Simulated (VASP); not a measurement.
GaAs, 2 atoms in the cell. It takes space group F-43m (No. 216, cubic). Conventional cell: a = 5.654 Å, b = 5.654 Å, c = 5.654 Å, α = 90.00°, β = 90.00°, γ = 90.00°. Around As (site symmetry -43m) lie 4 Ga at 2.45 Å. Around Ga (site symmetry -43m) lie 4 As at 2.45 Å. 

- Program: VASP 6.6.1
- Task: single point
- Functional: HSE06
- Potentials or basis: VASP PAW PBE potentials, release 64 (As, Ga_d)
- Cutoff: 520 eV
- k mesh: 4 × 4 × 4
- Occupations: gaussian, width 0.02 eV
- Spin: non-collinear spin, zero start, spin-orbit coupling
- Starting moments: [[0.0, 0.0, 0.0], [0.0, 0.0, 0.0]] μB
- Grid for exact exchange (PRECFOCK): Fast
- Screening parameter: 0.2 1/A
- Further INCAR settings: ALGO = Normal; EDIFF = 1e-06; NBANDS = 30

Potentials or basis: VASP PAW PBE potentials, release 64 (As, Ga_d).

Launch:

```bash
$ cat potpaw_PBE.64/As/POTCAR potpaw_PBE.64/Ga_d/POTCAR > POTCAR
$ cp INCAR.step1 INCAR
$ mpirun -np 1 vasp_ncl > vasp.out
$ cp INCAR.step2 INCAR
$ mpirun -np 1 vasp_ncl > vasp.out
```

Hardware: 1 thread of Intel(R) Xeon(R) 6975P-C (Granite Rapids), with other jobs on the host.

Task: How long does it take, and how much memory?

Result: It took 13 min on 1 thread of Intel(R) Xeon(R) 6975P-C (Granite Rapids) (shared host), peak memory 0.39 GiB. Counts: scf iterations 10, k points 10.
